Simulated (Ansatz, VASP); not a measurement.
# ZrB2: VASP beside Ansatz, part 2 of 2

Wanted: the spread between two codes on one cell, functional and k mesh. The cell is taken from a series of runs on this material, whose earlier steps may have relaxed, scaled, displaced or heated it; both programs get it as it stands.

VASP 6.6.1 and Ansatz 0.2.0.

So far: Starting point; Ansatz: zone-centre phonons, LDA.

## Step 3: VASP: zone-centre phonons, LDA

Level of this step: LDA; plane waves and PAW (B, Zr_sv) (VASP).

The same cell, functional (in two slightly different forms), mesh and smearing now go to VASP, with its own data sets.

Lines of VASP's logs that name or quote its potential files are left out, and so is its time.

Input file INCAR:

```
SYSTEM = ZrB2
PREC = Accurate
ENCUT = 500
EDIFF = 1E-08
NELM = 120
ISMEAR = 1
SIGMA = 0.2
LREAL = .FALSE.
ALGO = Normal
GGA = PW92
NBANDS = 15
LASPH = .TRUE.
LORBIT = 11
LWAVE = .FALSE.
LCHARG = .FALSE.
ISIF = 2
IBRION = 8
GGA_COMPAT = .FALSE.
KPAR = 2
```

Input file POSCAR:

```
ZrB2
1.0
    3.1522684959      0.0000000000      0.0000000000
   -1.5761342479      2.7299445970      0.0000000000
    0.0000000000      0.0000000000      3.5153850563
B Zr
2 1
Direct
    0.3333333333      0.6666666667      0.5000000000
    0.6666666667      0.3333333333      0.5000000000
    0.0000000000      0.0000000000      0.0000000000
```

Input file KPOINTS:

```
Automatic mesh
0
Gamma
15 15 12
0 0 0
```

Potentials, in the order of the species: B and Zr_sv (LDA family, release 64).

The run is started by

```
mpirun -np 2 vasp_std
```

Numbers of over 12 decimals in the logs are rounded to 6 here.

What it wrote:

```text
[banner, memory and clock lines left out]
running    2 mpi-ranks, on    1 nodes
 distrk:  each k-point on    1 cores,    2 groups
 distr:  one band on    1 cores,    1 groups

 POSCAR found type information on POSCAR B Zr
 POSCAR found :  2 types and       3 ions
|                                                                             |
|               ----> ADVICE to this user running VASP <----                  |
|                                                                             |
|     You enforced a specific xc type in the INCAR file but a different       |
|     [... a line on the potential file left out ...]
|     I HOPE YOU KNOW WHAT YOU ARE DOING!                                     |
|                                                                             |

 LDA part: xc-table for (Slater(with rela. corr.)+PW92), standard interpolation
 POSCAR, INCAR and KPOINTS ok, starting setup
 FFT: planning ... GRIDC
 FFT: planning ... GRID_SOFT
 FFT: planning ... GRID
 WAVECAR not read
 entering main loop
       N       E                     dE             d eps       ncg     rms          rms(c)
DAV:   1     0.992179907909E+02    0.99218E+02   -0.94660E+03  5670   0.116E+03
DAV:   2    -0.259976573519E+02   -0.12522E+03   -0.12058E+03  7105   0.301E+02
DAV:   3    -0.302058456229E+02   -0.42082E+01   -0.41898E+01  9113   0.479E+01
DAV:   4    -0.302796974415E+02   -0.73852E-01   -0.73839E-01  6512   0.577E+00
DAV:   5    -0.302814433694E+02   -0.17459E-02   -0.17458E-02  8860   0.634E-01    0.223E+01
DAV:   6    -0.275186976830E+02    0.27627E+01   -0.66251E+00  7099   0.176E+01    0.895E+00
DAV:   7    -0.274753131173E+02    0.43385E-01   -0.72188E-01  8347   0.530E+00    0.340E+00
DAV:   8    -0.274749103915E+02    0.40273E-03   -0.10327E-01  6882   0.277E+00    0.490E-01
DAV:   9    -0.274706109236E+02    0.42995E-02   -0.20487E-02  7193   0.113E+00    0.159E-01
DAV:  10    -0.274703968045E+02    0.21412E-03   -0.11282E-03  6658   0.313E-01    0.450E-02
DAV:  11    -0.274703981655E+02   -0.13610E-05   -0.53949E-05  7802   0.690E-02    0.136E-02
DAV:  12    -0.274703962140E+02    0.19515E-05   -0.42985E-06  7900   0.149E-02    0.479E-03
DAV:  13    -0.274703960889E+02    0.12516E-06   -0.61899E-07  8227   0.646E-03    0.170E-03
DAV:  14    -0.274703960850E+02    0.38210E-08   -0.40897E-08  6237   0.198E-03
   1 F= -.27470396E+02 E0= -.27470568E+02  d E =0.514325E-03
 Linear response reoptimize wavefunctions to high precision
DAV:   1    -0.274703960845E+02    0.58708E-09   -0.20697E-09  5532   0.414E-04
DAV:   2    -0.274703960845E+02   -0.24102E-10   -0.19690E-10  3220   0.131E-04
 Linear response DOF=           4
 Linear response progress:
  Degree of freedom:   1/  4
       N       E                     dE             d eps       ncg     rms          rms(c)
RMM:   1    -0.484943437084E-01   -0.48494E-01   -0.24894E-02 57812   0.105E+00
RMM:   2    -0.432724299097E-01    0.52219E-02   -0.24075E-03 47174   0.255E-01    0.147E-01
RMM:   3    -0.431897775474E-01    0.82652E-04   -0.72259E-04 44576   0.129E-01    0.733E-02
RMM:   4    -0.436757674636E-01   -0.48599E-03   -0.45983E-04 43445   0.102E-01    0.845E-03
RMM:   5    -0.436802001040E-01   -0.44326E-05   -0.52131E-05 52493   0.283E-02    0.235E-03
RMM:   6    -0.436807534482E-01   -0.55334E-06   -0.96847E-06 55987   0.985E-03    0.122E-03
RMM:   7    -0.436772315210E-01    0.35219E-05   -0.15935E-06 55772   0.453E-03    0.282E-04
RMM:   8    -0.436789486116E-01   -0.17171E-05    0.27407E-07 58458   0.204E-03    0.147E-04
RMM:   9    -0.436784410090E-01    0.50760E-06    0.98947E-07 59461   0.920E-04    0.315E-05
RMM:  10    -0.436785991747E-01   -0.15817E-06    0.84139E-08 58377   0.440E-04    0.244E-05
RMM:  11    -0.436784708676E-01    0.12831E-06    0.33769E-07 58824   0.219E-04    0.726E-06
RMM:  12    -0.436784567214E-01    0.14146E-07    0.17662E-07 60125   0.111E-04    0.446E-06
RMM:  13    -0.436784386846E-01    0.18037E-07    0.84406E-08 58934   0.587E-05    0.383E-06
RMM:  14    -0.436784374601E-01    0.12245E-08    0.13971E-07 57849   0.330E-05    0.196E-06
RMM:  15    -0.436784320545E-01    0.54057E-08    0.50265E-08 56719   0.199E-05    0.554E-07
 first order change of Fermi-energy   0.19099E-04
 force on displaced ion       1 direction 1 : -15.246  -0.001   0.000
 Linear response progress:
  Degree of freedom:   2/  4
       N       E                     dE             d eps       ncg     rms          rms(c)
RMM:   1    -0.476858259679E-01   -0.47686E-01   -0.21689E-03 20245   0.110E+00
RMM:   2    -0.449784532329E-01    0.27074E-02   -0.18790E-03 16272   0.248E-01    0.122E-01
RMM:   3    -0.449000905781E-01    0.78363E-04   -0.94891E-04 15773   0.146E-01    0.562E-02
RMM:   4    -0.452930877716E-01   -0.39300E-03   -0.36889E-04 16428   0.923E-02    0.121E-02
RMM:   5    -0.453617635303E-01   -0.68676E-04   -0.54364E-05 18323   0.340E-02    0.389E-03
RMM:   6    -0.453732179065E-01   -0.11454E-04   -0.12147E-05 18952   0.132E-02    0.881E-04
RMM:   7    -0.453653422453E-01    0.78757E-05   -0.19188E-06 19754   0.573E-03    0.267E-04
RMM:   8    -0.453663361893E-01   -0.99394E-06   -0.10286E-06 19688   0.269E-03    0.127E-04
RMM:   9    -0.453653196569E-01    0.10165E-05   -0.83295E-07 19781   0.135E-03    0.907E-05
RMM:  10    -0.453657826258E-01   -0.46297E-06   -0.35687E-07 19909   0.720E-04    0.767E-06
RMM:  11    -0.453658031420E-01   -0.20516E-07   -0.13923E-07 21169   0.348E-04    0.111E-05
RMM:  12    -0.453657952740E-01    0.78681E-08   -0.18578E-09 20827   0.173E-04    0.697E-06
 first order change of Fermi-energy  -0.81674E-04
 force on displaced ion       1 direction 3 :   0.000  -0.000 -10.063
 Linear response progress:
  Degree of freedom:   3/  4
       N       E                     dE             d eps       ncg     rms          rms(c)
RMM:   1    -0.668760711573E+00   -0.66876E+00    0.30106E+00 15436   0.151E+01
RMM:   2    -0.612964328786E+00    0.55796E-01   -0.19058E-01 21325   0.285E+00    0.164E-01
RMM:   3    -0.614342406674E+00   -0.13781E-02   -0.32608E-02 25288   0.864E-01    0.506E-02
RMM:   4    -0.615878938400E+00   -0.15365E-02   -0.53985E-03 31703   0.298E-01    0.324E-02
RMM:   5    -0.616329041968E+00   -0.45010E-03   -0.88668E-04 31554   0.113E-01    0.171E-02
RMM:   6    -0.616313844530E+00    0.15197E-04   -0.13102E-04 31769   0.497E-02    0.367E-03
RMM:   7    -0.616293211379E+00    0.20633E-04   -0.36999E-05 32932   0.234E-02    0.370E-03
RMM:   8    -0.616289685371E+00    0.35260E-05   -0.13147E-05 32767   0.128E-02    0.993E-04
RMM:   9    -0.616297044963E+00   -0.73596E-05   -0.85200E-06 33360   0.764E-03    0.221E-04
RMM:  10    -0.616297199464E+00   -0.15450E-06   -0.64807E-06 33997   0.482E-03    0.109E-04
RMM:  11    -0.616297627428E+00   -0.42796E-06   -0.36699E-06 35168   0.334E-03    0.157E-04
RMM:  12    -0.616293996572E+00    0.36309E-05   -0.31489E-06 32870   0.256E-03    0.217E-04
RMM:  13    -0.616297586202E+00   -0.35896E-05   -0.22383E-06 31195   0.204E-03    0.126E-04
RMM:  14    -0.616301523900E+00   -0.39377E-05   -0.19338E-06 32370   0.163E-03    0.868E-05
[...]
RMM:  22    -0.616305974229E+00    0.15506E-06   -0.54300E-07 29096   0.423E-04    0.330E-05
RMM:  23    -0.616306029140E+00   -0.54911E-07   -0.47832E-07 29933   0.368E-04    0.387E-05
RMM:  24    -0.616305985637E+00    0.43502E-07   -0.43122E-07 30202   0.328E-04    0.448E-05
RMM:  25    -0.616306063954E+00   -0.78317E-07   -0.38254E-07 28479   0.292E-04    0.479E-05
RMM:  26    -0.616305942124E+00    0.12183E-06   -0.34460E-07 30488   0.264E-04    0.556E-05
RMM:  27    -0.616305943647E+00   -0.15232E-08   -0.30964E-07 27558   0.234E-04    0.600E-05
RMM:  28    -0.616305985422E+00   -0.41775E-07   -0.28109E-07 24271   0.212E-04    0.625E-05
RMM:  29    -0.616305984973E+00    0.44879E-09   -0.25450E-07 18406   0.191E-04    0.660E-05
 first order change of Fermi-energy   0.90090E-04
 force on displaced ion       3 direction 1 : -13.365  -0.000   0.000
 Linear response progress:
  Degree of freedom:   4/  4
       N       E                     dE             d eps       ncg     rms          rms(c)
RMM:   1    -0.744980644069E+00   -0.74498E+00    0.26871E+00  6573   0.148E+01
RMM:   2    -0.688369191395E+00    0.56611E-01   -0.16716E-01  8843   0.271E+00    0.187E-01
RMM:   3    -0.691536321384E+00   -0.31671E-02   -0.36311E-02 10253   0.806E-01    0.593E-02
RMM:   4    -0.693846692383E+00   -0.23104E-02   -0.63890E-03 12046   0.278E-01    0.393E-02
RMM:   5    -0.694129134926E+00   -0.28244E-03   -0.10046E-03 12435   0.104E-01    0.243E-02
RMM:   6    -0.694005960705E+00    0.12317E-03   -0.11512E-04 12612   0.495E-02    0.500E-03
RMM:   7    -0.694059463687E+00   -0.53503E-04   -0.38047E-05 12697   0.217E-02    0.423E-03
RMM:   8    -0.694045928637E+00    0.13535E-04   -0.17607E-05 13041   0.115E-02    0.976E-04
RMM:   9    -0.694049279442E+00   -0.33508E-05   -0.98631E-06 13571   0.630E-03    0.728E-04
RMM:  10    -0.694051773013E+00   -0.24936E-05   -0.61881E-06 13334   0.443E-03    0.183E-04
RMM:  11    -0.694052562247E+00   -0.78923E-06   -0.34353E-06 13395   0.296E-03    0.424E-05
RMM:  12    -0.694053092915E+00   -0.53067E-06   -0.32817E-06 14291   0.215E-03    0.902E-05
RMM:  13    -0.694052697085E+00    0.39583E-06   -0.11265E-06 13558   0.160E-03    0.117E-04
RMM:  14    -0.694053423750E+00   -0.72667E-06   -0.97874E-07 13327   0.127E-03    0.572E-05
[...]
RMM:  27    -0.694058056352E+00   -0.27944E-08    0.25011E-07  9641   0.112E-04    0.500E-06
RMM:  28    -0.694058056594E+00   -0.24161E-09    0.21419E-07  8058   0.974E-05    0.633E-06
RMM:  29    -0.694058062568E+00   -0.59739E-08    0.20254E-07  8324   0.852E-05    0.728E-06
RMM:  30    -0.694058057473E+00    0.50954E-08    0.17251E-07  7177   0.748E-05    0.835E-06
RMM:  31    -0.694058058235E+00   -0.76258E-09    0.16171E-07  6785   0.661E-05    0.911E-06
RMM:  32    -0.694058059193E+00   -0.95744E-09    0.13761E-07  6553   0.588E-05    0.979E-06
RMM:  33    -0.694058062226E+00   -0.30338E-08    0.12709E-07  6448   0.527E-05    0.103E-05
RMM:  34    -0.694058062937E+00   -0.71061E-09    0.10854E-07  6191   0.475E-05    0.108E-05
 first order change of Fermi-energy   0.13254E-03
 force on displaced ion       3 direction 3 :  -0.000  -0.000 -14.258
 Linear response finished
```

From OUTCAR (step 3):

```text
ion  position               nearest neighbor table
   1  0.333  0.667  0.500-   2 1.82   2 1.82   2 1.82   3 2.53   3 2.53   3 2.53   3 2.53   3 2.53
                             3 2.53
   2  0.667  0.333  0.500-   1 1.82   1 1.82   1 1.82   3 2.53   3 2.53   3 2.53   3 2.53   3 2.53
                             3 2.53
   3  0.000  0.000  0.000-   1 2.53   2 2.53   1 2.53   2 2.53   1 2.53   1 2.53   2 2.53   2 2.53
                             2 2.53   2 2.53   1 2.53   1 2.53

  LATTYP: Found a hexagonal cell.
 ALAT       =     3.1522684959
 C/A-ratio  =     1.1151921421

 Subroutine GETGRP returns: Found 24 space group operations
 (whereof 24 operations were pure point group operations)

The static configuration has the point symmetry D_6h.

 Found    189 irreducible k-points:

   k-points           NKPTS =    189   k-points in BZ     NKDIM =    189   number of bands    NBANDS=     15

   dimension x,y,z NGX =    24 NGY =   24 NGZ =   28
   dimension x,y,z NGXF=    48 NGYF=   48 NGZF=   56

   ENCUT  =  500.0 eV  36.75 Ry    6.06 a.u.   5.75  5.75  6.41*2*pi/ulx,y,z

   NELECT =      18.0000    total number of electrons

 k-points in reciprocal lattice and weights: Automatic mesh
   0.00000000  0.00000000  0.00000000       0.000
   0.06666667  0.00000000  0.00000000       0.002
   0.13333333  0.00000000  0.00000000       0.002
   0.20000000  0.00000000  0.00000000       0.002
   0.26666667  0.00000000  0.00000000       0.002
   0.33333333  0.00000000  0.00000000       0.002
   0.40000000  0.00000000  0.00000000       0.002
   0.46666667  0.00000000  0.00000000       0.002
   0.06666667  0.06666667  0.00000000       0.002
[...]
0.33333333  0.26666667  0.50000000       0.004
   0.33333333  0.33333333  0.50000000       0.001

 average (electrostatic) potential at core
       1 -26.9967       2 -26.9967       3 -72.2907

  Total       -0.9064455     -0.9064455     -0.8912899     -0.0000000      0.0000000      0.0000000
  in kB      -48.0067547    -48.0067547    -47.2040913     -0.0000000      0.0000000      0.0000000
  external PRESSURE =     -47.7392002 kB  Pullay stress =       0.0000000 kB

  energy-cutoff  :      500.00
  volume of cell :       30.25
      direct lattice vectors                 reciprocal lattice vectors
     3.152268496  0.000000000  0.000000000     0.317231861  0.183153900  0.000000000
    -1.576134248  2.729944597  0.000000000     0.000000000  0.366307800  0.000000000
     0.000000000  0.000000000  3.515385056     0.000000000  0.000000000  0.284463859

 POSITION                                       TOTAL-FORCE (eV/Angst)
 -----------------------------------------------------------------------------------
     -0.00000      1.81996      1.75769        -0.000000      0.000000      0.000000
      1.57613      0.90998      1.75769         0.000000     -0.000000      0.000000
      0.00000      0.00000      0.00000        -0.000000      0.000000      0.000000
 -----------------------------------------------------------------------------------
    total drift:                               -0.000000      0.000000      0.000000

 Eigenvectors and eigenvalues of the dynamical matrix
 ----------------------------------------------------

   1 f  =   23.205058 THz   145.801681 2PiTHz  774.037423 cm-1    95.968366 meV
             X         Y         Z           dx          dy          dz
     -0.000000  1.819963  1.757693     0.493774    0.506149    0.000000
      1.576134  0.909982  1.757693    -0.493774   -0.506149   -0.000000
      0.000000  0.000000  0.000000     0.000000   -0.000000   -0.000000

   2 f  =   23.205058 THz   145.801681 2PiTHz  774.037423 cm-1    95.968366 meV
             X         Y         Z           dx          dy          dz
     -0.000000  1.819963  1.757693    -0.506149    0.493774    0.000000
      1.576134  0.909982  1.757693     0.506149   -0.493774   -0.000000
      0.000000  0.000000  0.000000    -0.000000   -0.000000   -0.000000

   3 f  =   17.141425 THz   107.702748 2PiTHz  571.776383 cm-1    70.891205 meV
             X         Y         Z           dx          dy          dz
     -0.000000  1.819963  1.757693     0.000000   -0.000000   -0.707107
      1.576134  0.909982  1.757693    -0.000000   -0.000000    0.707107
      0.000000  0.000000  0.000000    -0.000000    0.000000    0.000000

   4 f  =   14.118760 THz    88.710785 2PiTHz  470.951139 cm-1    58.390473 meV
             X         Y         Z           dx          dy          dz
     -0.000000  1.819963  1.757693    -0.000000   -0.000000   -0.635755
      1.576134  0.909982  1.757693    -0.000000   -0.000000   -0.635755
      0.000000  0.000000  0.000000     0.000000    0.000000    0.437756

   5 f  =   13.662455 THz    85.843735 2PiTHz  455.730438 cm-1    56.503348 meV
             X         Y         Z           dx          dy          dz
     -0.000000  1.819963  1.757693    -0.443903   -0.455015    0.000000
      1.576134  0.909982  1.757693    -0.443903   -0.455015    0.000000
      0.000000  0.000000  0.000000     0.305844    0.313500   -0.000000

   6 f  =   13.662455 THz    85.843735 2PiTHz  455.730438 cm-1    56.503348 meV
             X         Y         Z           dx          dy          dz
     -0.000000  1.819963  1.757693    -0.455015    0.443903   -0.000000
      1.576134  0.909982  1.757693    -0.455015    0.443903    0.000000
      0.000000  0.000000  0.000000     0.313500   -0.305844    0.000000

   7 f/i=    0.000437 THz     0.002745 2PiTHz    0.014575 cm-1     0.001807 meV
             X         Y         Z           dx          dy          dz
     -0.000000  1.819963  1.757693    -0.000000   -0.000000    0.309540
      1.576134  0.909982  1.757693    -0.000000   -0.000000    0.309540
      0.000000  0.000000  0.000000    -0.000000   -0.000000    0.899094

   8 f/i=    0.003756 THz     0.023602 2PiTHz    0.125298 cm-1     0.015535 meV
             X         Y         Z           dx          dy          dz
     -0.000000  1.819963  1.757693    -0.034761   -0.307739   -0.000000
      1.576134  0.909982  1.757693    -0.034761   -0.307739   -0.000000
      0.000000  0.000000  0.000000    -0.100903   -0.893306   -0.000000

   9 f/i=    0.003756 THz     0.023602 2PiTHz    0.125298 cm-1     0.015535 meV
             X         Y         Z           dx          dy          dz
     -0.000000  1.819963  1.757693    -0.307739    0.034761    0.000000
      1.576134  0.909982  1.757693    -0.307739    0.034761    0.000000
      0.000000  0.000000  0.000000    -0.893306    0.100903    0.000000

 ELASTIC MODULI CONTR FROM IONIC RELAXATION (kBar)
 Direction    XX          YY          ZZ          XY          YZ          ZX
 --------------------------------------------------------------------------------
 XX         -15.4476     15.4476      0.0000     -0.0000     -0.0000     -0.0000
 YY          15.4476    -15.4476      0.0000     -0.0000      0.0000      0.0000
 ZZ           0.0000      0.0000      0.0000      0.0000      0.0000      0.0000
 XY          -0.0000     -0.0000      0.0000    -15.4476     -0.0000     -0.0000
 YZ          -0.0000      0.0000      0.0000     -0.0000     -0.0000     -0.0000
 ZX          -0.0000      0.0000      0.0000     -0.0000     -0.0000     -0.0000
 --------------------------------------------------------------------------------
```

## Step 4: Comparison

Known differences besides the potentials themselves: the cutoff is 420 eV in Ansatz and 500 eV in VASP; VASP's log shows a relativistic correction to its local exchange, Ansatz's none. Total energies have different zeros and are not compared.

Compared:

| quantity | Ansatz | VASP | difference |
| --- | --- | --- | --- |
| optical mode 1 to 2 (cm⁻¹) | 455.1 | 455.7 | -0.13 % |
| optical mode 3 (cm⁻¹) | 469.8 | 471.0 | -0.24 % |
| optical mode 4 (cm⁻¹) | 570.5 | 571.8 | -0.22 % |
| optical mode 5 to 6 (cm⁻¹) | 774.1 | 774.0 | +0.01 % |

Modes are paired by rising frequency, not by their patterns, so a pair may set unlike modes beside each other; they are those without the splitting of longitudinal modes.

## Step 5: Outcome

- r.m.s. difference of the optical zone-centre modes, each program's sorted by frequency (zone-centre phonons, LDA): 0.77 cm⁻¹

In words: The r.m.s. difference of the optical zone-centre modes, each program's sorted by frequency is 0.77 cm⁻¹ (zone-centre phonons, LDA). How closely two codes agree says nothing of how well the functional describes the real material.

[Lines on the potential files, build, host, timing and source positions are cut from VASP's logs without a mark.]

[Logs are printed without paths, hosts, clocks, repeated set-up lines and the standing remarks that a program may print on its own settings, such as how far it seeks lower states.]

[Hosts, paths, dates, database ids (printed as entryN), source tags and the programs' standing remarks are cut or masked in the printed files.]
